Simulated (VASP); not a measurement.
Energy against volume of MnO2 (rutile). The numbers are results of PBE GGA with D3 dispersion (zero damping), VASP's PBE PAW potentials (set 64) (plane waves; VASP 6.6.1), not measurements. Run with 520 eV cut-off, 7×7×11 Γ-centred mesh, first-order Methfessel-Paxton smearing of 0.10 eV, potentials Mn_pv O.

Shape and ions are relaxed at each volume.

| V (Å³/atom) | E (eV/atom) |
|---|---|
| 8.768 | -8.08044 |
| 9.048 | -8.10188 |
| 9.328 | -8.10900 |
| 9.608 | -8.10405 |

Problem. Fit these four points and predict the energy of the run at 9.888 Å³/atom.

Solution. A cubic in V^(−2/3), the third-order Birch-Murnaghan form, passes through the four points with V0 = 9.35 Å³/atom and B0 = 228 GPa, and gives -8.0889 eV/atom there. The run gave -8.0890 eV/atom, -0.0 meV/atom from the fit; all five points give B0 = 227 GPa.

The compound is MnO2 in the rutile structure. It was relaxed first.
